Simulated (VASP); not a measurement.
# BeCr3 (Pm-3m) in VASP: further runs

The runs below take BeCr3 through relaxation of cell and atoms, with r2SCAN, MS2, r2SCAN+D3(BJ), LDA, PBE.

Program: VASP 6.6.1. These are calculated values, not measurements. Logs are shortened: lines on timing, memory, paths and dates and some standing lists are left out, and cuts for length are marked.

## Step 1: Starting point

It takes space group Pm-3m (No. 221, cubic). The conventional cell has a = 3.511 Å, b = 3.511 Å, c = 3.511 Å, α = 90.00°, β = 90.00°, γ = 90.00°. Cr (site symmetry 4/mmm) has 8 Cr at 2.48 Å and 4 Be at 2.48 Å as nearest neighbours. Around Be (site symmetry m-3m) lie 12 Cr at 2.48 Å.

The cell comes from a database or a generator and needn't be the stable form of this composition.

## Step 2: Relaxation of cell and atoms, r2SCAN, collinear spin, ferromagnetic start

Contents of INCAR:

```
SYSTEM = BeCr3
ALGO     = Normal         ! electronic algorithm
EDIFF    = 1E-6           ! SCF threshold, eV
EDIFFG   = -0.02          ! ionic threshold
ENCUT    = 600            ! plane-wave cutoff, eV
IBRION   = 2              ! ionic algorithm
ISIF     = 3              ! what is computed and relaxed
ISMEAR   = 1              ! smearing method
ISPIN    = 2              ! spin polarisation
LASPH    = .TRUE.         ! aspherical terms in the spheres
LCHARG   = .FALSE.        ! write CHGCAR
LMAXMIX  = 4              ! l up to which the mixer works
LMIXTAU  = .TRUE.       
LORBIT   = 11             ! projections on sites
LREAL    = .FALSE.        ! projectors in reciprocal space
LWAVE    = .FALSE.        ! write WAVECAR
MAGMOM   = 3 3 3 0        ! initial moments
METAGGA  = R2SCAN         ! meta-GGA
NELM     = 120            ! most SCF steps
NSW      = 60             ! ionic steps
PREC     = Accurate       ! precision mode
SIGMA    = 0.1            ! smearing width, eV
```

Contents of KPOINTS:

```
k-points
0
G
  8 8 8
  0 0 0
```

Contents of POSCAR:

```
BeCr3
1.0
    3.5112140000      0.0000000000      0.0000000000
    0.0000000000      3.5112140000      0.0000000000
    0.0000000000      0.0000000000      3.5112140000
Cr Be
3 1
Direct
    0.5000000000      0.5000000000      0.0000000000
    0.5000000000      0.0000000000      0.5000000000
    0.0000000000      0.5000000000      0.5000000000
    0.0000000000      0.0000000000      0.0000000000
```

Potentials or basis: VASP PAW PBE potentials, release 64 (Cr_pv, Be).

The run is started by

```bash
> cat potpaw_PBE.64/Cr_pv/POTCAR potpaw_PBE.64/Be/POTCAR > POTCAR
> mpirun -np 1 vasp_std > vasp.out
```

OUTCAR:

```text
SYSTEM = BeCr3
   EDIFF = 1E-6
   EDIFFG = -0.02
   ENCUT = 600
   IBRION = 2
   ISIF = 3
   ISMEAR = 1
   ISPIN = 2
   LASPH = .TRUE.
   LORBIT = 11
   LREAL = .FALSE.
   METAGGA = R2SCAN
   NELM = 120
   NSW = 60
   PREC = Accurate

 ion  position               nearest neighbor table
   1  0.500  0.500  0.000-   2 2.48   3 2.48   4 2.48   2 2.48   3 2.48   2 2.48   4 2.48   2 2.48
                             3 2.48   4 2.48   3 2.48   4 2.48
   2  0.500  0.000  0.500-   1 2.48   3 2.48   4 2.48   1 2.48   4 2.48   1 2.48   3 2.48   1 2.48
                             3 2.48   4 2.48   4 2.48   3 2.48
   3  0.000  0.500  0.500-   1 2.48   2 2.48   4 2.48   1 2.48   4 2.48   2 2.48   4 2.48   4 2.48
                             1 2.48   2 2.48   1 2.48   2 2.48
   4  0.000  0.000  0.000-   1 2.48   2 2.48   3 2.48   2 2.48   3 2.48   1 2.48   3 2.48   3 2.48
                             1 2.48   2 2.48   2 2.48   1 2.48

  LATTYP: Found a simple cubic cell.
 ALAT       =     3.5112140000

  Lattice vectors:

 A1 = (   3.5112140000,   0.0000000000,   0.0000000000)
 A2 = (   0.0000000000,   3.5112140000,   0.0000000000)
 A3 = (   0.0000000000,   0.0000000000,   3.5112140000)

Analysis of symmetry for initial positions (statically):
=====================================================================
 Subroutine PRICEL returns:
 Original cell was already a primitive cell.

 Routine SETGRP: Setting up the symmetry group for a
 simple cubic supercell.

 Subroutine GETGRP returns: Found 48 space group operations
 (whereof 48 operations were pure point group operations)
 out of a pool of 48 trial point group operations.

The static configuration has the point symmetry O_h .

Analysis of symmetry for dynamics (positions and initial velocities):
=====================================================================
 Subroutine PRICEL returns:
 Original cell was already a primitive cell.

 Routine SETGRP: Setting up the symmetry group for a
 simple cubic supercell.

 Subroutine GETGRP returns: Found 48 space group operations
 (whereof 48 operations were pure point group operations)
 out of a pool of 48 trial point group operations.

The dynamic configuration has the point symmetry O_h .

Analysis of structural, dynamic, and magnetic symmetry:
=====================================================================
 Subroutine PRICEL returns:
 Original cell was already a primitive cell.

 Routine SETGRP: Setting up the symmetry group for a
 simple cubic supercell.

 Subroutine GETGRP returns: Found 48 space group operations
 (whereof 48 operations were pure point group operations)
 out of a pool of 48 trial point group operations.

The overall configuration has the point symmetry O_h .

 Subroutine INISYM returns: Found 48 space group operations
[... 107 lines left out ...]
   ISIF   =      3    stress and relaxation
   ISYM   =      2    0-nonsym 1-usesym 2-fastsym
   POTIM  = 0.5000    time-step for ionic-motion
   TEBEG  =    0.0;   TEEND  =   0.0 temperature during run
   PSTRESS=    0.0 pullay stress
   NELECT =      38.0000    total number of electrons
   NUPDOWN=      -1.0000    fix difference up-down
   EMIN   =  10.00;   EMAX   =-10.00  energy-range for DOS
   EFERMI =   0.00;   METHOD = LEGACY
   ISMEAR =     1;   SIGMA  =   0.10  broadening in eV -4-tet -1-fermi 0-gaus
   EFERMI_NEDOS =   21; number of points for ismear=-14 and -15
   IALGO  =     38    algorithm
   IMIX   =      4    mixing-type and parameters
     AMIX     =   0.40;   BMIX     =  1.00
     AMIX_MAG =   1.60;   BMIX_MAG =  1.00
  volume/ion in A,a.u.               =      10.82        73.03
  Fermi-wavevector in a.u.,A,eV,Ry     =   1.567516  2.962176 33.430975  2.457107
  Thomas-Fermi vector in A             =   2.669684
   LORBIT       =     11    0 simple, 1 ext, 2 COOP (PROOUT), +10 PAW based schemes
   METAGGA = R2SCAN    functional components
   LHFCALC =     F    Hartree Fock is set to
   AEXX    =    0.0000 exact exchange contribution
   IVDW    =     0    specifies the selected vdW correction
   LEPSILON=     F    determine dielectric tensor
   LRPA    =     F    only Hartree local field effects (RPA)
 conjugate gradient relaxation of ions
 spin polarized calculation
 Methfessel and Paxton  Order N= 1 SIGMA  =   0.10
  energy-cutoff  :      600.00
  volume of cell :       43.29
 maximum number of plane-waves:      1472
   NGX = 15   NGY = 15   NGZ = 15

--------------------------------------- Ionic step        1  -------------------------------------------

 number of electron      37.9999983 magnetization       0.0775431

 number of electron      37.9999983 magnetization      -0.0007110

 Free energy of the ion-electron system (eV)
  ---------------------------------------------------
  ext. energy  EPLUGINS =         0.00000000
  ---------------------------------------------------
  free energy    TOTEN  =       -48.24639277 eV

  energy without entropy =      -48.24703477  energy(sigma->0) =      -48.24660677

 E-fermi :   9.8609     XC(G=0): -14.1572

 val. band max:        9.8524343580   @ k =   0.3750   0.0000   0.0000
 cond. band min:       9.9035700782   @ k =   0.5000   0.2500   0.0000
 fundamental gap:      0.0511357201
 Fermi energy:         9.8609364348

 spin component 1

 k-point     1 :       0.0000    0.0000    0.0000
  band No.  band energies     occupation
      1     -35.1938      1.00000
      2     -35.1938      1.00000
      3     -35.1938      1.00000
      4     -34.7071      1.00000
      5     -34.7071      1.00000
      6     -34.7071      1.00000
[... 1562 lines left out ...]
 number of electron      38.0000003 magnetization      -0.0000315

 number of electron      38.0000003 magnetization       0.0000003

 Free energy of the ion-electron system (eV)
  ---------------------------------------------------
  ext. energy  EPLUGINS =         0.00000000
  ---------------------------------------------------
  free energy    TOTEN  =       -48.25697207 eV

  energy without entropy =      -48.25794593  energy(sigma->0) =      -48.25729669

 E-fermi :  10.1033     XC(G=0): -14.2686

 val. band max:       10.1003050687   @ k =   0.3750   0.0000   0.0000
 cond. band min:      10.1356604803   @ k =   0.5000   0.2500   0.0000
 fundamental gap:      0.0353554116
 Fermi energy:        10.1033332299

 spin component 1

 k-point     1 :       0.0000    0.0000    0.0000
  band No.  band energies     occupation
      1     -34.9708      1.00000
      2     -34.9708      1.00000
      3     -34.9708      1.00000
      4     -34.4531      1.00000
      5     -34.4531      1.00000
      6     -34.4531      1.00000
[... 1514 lines left out ...]
  FREE ENERGIE OF THE ION-ELECTRON SYSTEM (eV)
  ---------------------------------------------------
  free  energy   TOTEN  =       -48.2569720704 eV

  energy  without entropy=      -48.2579459276  energy(sigma->0) =      -48.25729669

 reached required accuracy - stopping structural energy minimisation

 total charge

# of ion       s       p       d       tot
------------------------------------------
    1        0.651   6.401   4.238  11.289
    2        0.651   6.401   4.238  11.289
    3        0.651   6.401   4.238  11.289
    4        0.455   0.744   0.000   1.199
--------------------------------------------------
tot          2.406  19.947  12.713  35.066

 magnetization (x)

# of ion       s       p       d       tot
------------------------------------------
    1       -0.000  -0.000  -0.000  -0.000
    2       -0.000  -0.000  -0.000  -0.000
    3       -0.000  -0.000  -0.000  -0.000
    4        0.000   0.000   0.000   0.000
--------------------------------------------------
tot          0.000   0.000  -0.000  -0.000
```

OSZICAR:

```text
N       E                     dE             d eps       ncg     rms          rms(c)
DAV:   1     0.463319596554E+03    0.46332E+03   -0.24241E+04  3920   0.185E+03
DAV:   2    -0.349398095641E+02   -0.49826E+03   -0.48444E+03  3932   0.531E+02
DAV:   3    -0.573049500873E+02   -0.22365E+02   -0.21303E+02  4356   0.131E+02
DAV:   4    -0.577782874767E+02   -0.47334E+00   -0.47056E+00  4136   0.185E+01
[... 34 lines left out ...]
DAV:   6    -0.482569454045E+02   -0.14680E-02   -0.20011E-03  4876   0.319E-01    0.117E-01
DAV:   7    -0.482569642178E+02   -0.18813E-04   -0.36167E-04  4772   0.173E-01    0.471E-02
DAV:   8    -0.482567515787E+02    0.21264E-03   -0.22400E-04  4624   0.111E-01    0.353E-02
DAV:   9    -0.482569712559E+02   -0.21968E-03   -0.13953E-04  4408   0.884E-02    0.638E-03
DAV:  10    -0.482569720704E+02   -0.81448E-06   -0.76169E-06  5320   0.221E-02
   3 F= -.48256972E+02 E0= -.48257297E+02  d E =-.105793E-01  mag=     0.0000
```

It took 15 min on 1 thread of Intel Xeon Platinum 8259CL at 2.50GHz (Skylake/Cascade Lake), shared host; peak memory 0.23 GiB.

What came out:

```yaml
Free_energy: -48.2570 eV
Relaxed_volume: 10.62 Å³/atom
Relaxed_cell: a = 3.489 Å, b = 3.489 Å, c = 3.489 Å, α = 90.00°, β = 90.00°, γ = 90.00°
Space_group_after_relaxing_to_0.05_Å: Pm-3m (No. 221)
Energy_gained_by_relaxing: 2.6 meV/atom
Ionic_steps: 3
Pressure_after_relaxing: 0.0 GPa
Band_gap_on_the_k_mesh: none (metal or under the smearing width)
Net_moment: 0.00 μB per cell
Valence_electrons_inside_the_program's_atomic_spheres: Cr 11.29; Be 1.20
```

The path:
```csv
step,energy change (eV),largest force (eV/Å),pressure (GPa),volume (Å³)
1,0.0000,0.0000,-4.14,43.29
2,0.0043,0.0000,5.24,41.56
3,-0.0106,0.0000,-0.03,42.49
```

Final structure:
```yaml
crystal:
  lattice:
    - [3.48946, 0.00000, 0.00000]
    - [0.00000, 3.48946, 0.00000]
    - [0.00000, 0.00000, 3.48946]
  atoms:
    - { symbol: Cr, position: [0.50000, 0.50000, 0.00000] }
    - { symbol: Cr, position: [0.50000, 0.00000, 0.50000] }
    - { symbol: Cr, position: [0.00000, 0.50000, 0.50000] }
    - { symbol: Be, position: [0.00000, 0.00000, 0.00000] }
```

Caveat: the starting moments collapsed, and a magnetic state may lie lower; the PAW data sets were made with another functional, which shifts forces and pressure a little.

(Continued in part 2 of 4.)
